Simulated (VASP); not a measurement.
Output of a VASP run:

**OSZICAR**
```
       N       E                     dE             d eps       ncg     rms          rms(c)
DAV:   1     0.155514965905E+03    0.15551E+03   -0.96814E+03   818   0.143E+03
DAV:   2     0.278249954956E+01   -0.15273E+03   -0.14954E+03   890   0.349E+02
DAV:   3    -0.941620906968E+01   -0.12199E+02   -0.11948E+02  1028   0.102E+02
DAV:   4    -0.972264293322E+01   -0.30643E+00   -0.30627E+00   914   0.191E+01
DAV:   5    -0.973263468682E+01   -0.99918E-02   -0.99916E-02  1072   0.348E+00    0.280E+00
DAV:   6    -0.946206764312E+01    0.27057E+00   -0.73275E-01  1196   0.702E+00    0.161E+00
DAV:   7    -0.945275144280E+01    0.93162E-02   -0.99077E-02   918   0.178E+00    0.842E-01
DAV:   8    -0.945128974991E+01    0.14617E-02   -0.97854E-03   950   0.122E+00    0.114E-01
DAV:   9    -0.945095940690E+01    0.33034E-03   -0.21761E-03  1176   0.481E-01    0.442E-02
DAV:  10    -0.945096843296E+01   -0.90261E-05   -0.12356E-04   896   0.799E-02    0.140E-02
DAV:  11    -0.945096715177E+01    0.12812E-05   -0.14512E-05  1018   0.441E-02    0.508E-03
DAV:  12    -0.945096700341E+01    0.14836E-06   -0.13786E-06  1102   0.173E-02    0.760E-04
DAV:  13    -0.945096700877E+01   -0.53628E-08   -0.83380E-08   518   0.346E-03
   1 F= -.94509670E+01 E0= -.94509279E+01  d E =-.783162E-04
```

### OUTCAR
```
------------------------ aborting loop because EDIFF is reached ----------------------------------------
  FORCE on cell =-STRESS in cart. coord.  units (eV):
  Direction    XX          YY          ZZ          XY          YZ          ZX
  --------------------------------------------------------------------------------------
  Total       -0.5486786     -0.5486786     -0.5486786      0.0000000      0.0000000      0.0000000
  in kB      -15.4716020    -15.4716020    -15.4716020      0.0000000      0.0000000      0.0000000
  external PRESSURE =     -15.4716020 kB  Pullay stress =       0.0000000 kB
  volume of cell :       56.82
      direct lattice vectors                 reciprocal lattice vectors
     0.000000000  3.051320091  3.051320091    -0.163863503  0.163863503  0.163863503
     3.051320091  0.000000000  3.051320091     0.163863503 -0.163863503  0.163863503
     3.051320091  3.051320091  0.000000000     0.163863503  0.163863503 -0.163863503
  FREE ENERGIE OF THE ION-ELECTRON SYSTEM (eV)
  ---------------------------------------------------
  free  energy   TOTEN  =        -9.4509670088 eV

  energy  without entropy=       -9.4508886925  energy(sigma->0) =       -9.45092785
```
(Selected blocks of OUTCAR.)

POSCAR:
```
PbSe
1
    0.0000000000     3.0513200912     3.0513200912
    3.0513200912     0.0000000000     3.0513200912
    3.0513200912     3.0513200912     0.0000000000
Pb Se
1 1
Direct
  0.0000000000   0.0000000000   0.0000000000
  0.5000000000   0.5000000000   0.5000000000
```

Q: Reconstruct the remaining input files.

A: This is not unique; one that fits is the input of the run itself, LDA (Ceperley-Alder, Perdew-Zunger), plane waves, VASP's LDA PAW potentials (set 64).

**INCAR**
```
LWAVE = .FALSE.
PREC = Accurate
LASPH = .TRUE.   ! aspherical one-centre terms
ALGO = Normal
LREAL = .FALSE.   ! projection in real space or not
LCHARG = .FALSE.
SYSTEM = PbSe
EDIFF = 1E-7   ! SCF stop (eV)
ENCUT = 520
ISMEAR = 0   ! Gaussian
SIGMA = 0.05
LMAXMIX = 4
NELM = 100   ! most electronic steps
ISIF = 2
```

File KPOINTS:
```
Regular mesh
0
G
  8 8 8
```

POTCAR, in this order: Pb_d Se (LDA.64 set). Program: vasp_std.

The compound is PbSe in the rock salt structure. This cell is one point of a volume scan, at 1.03 of the reference volume.
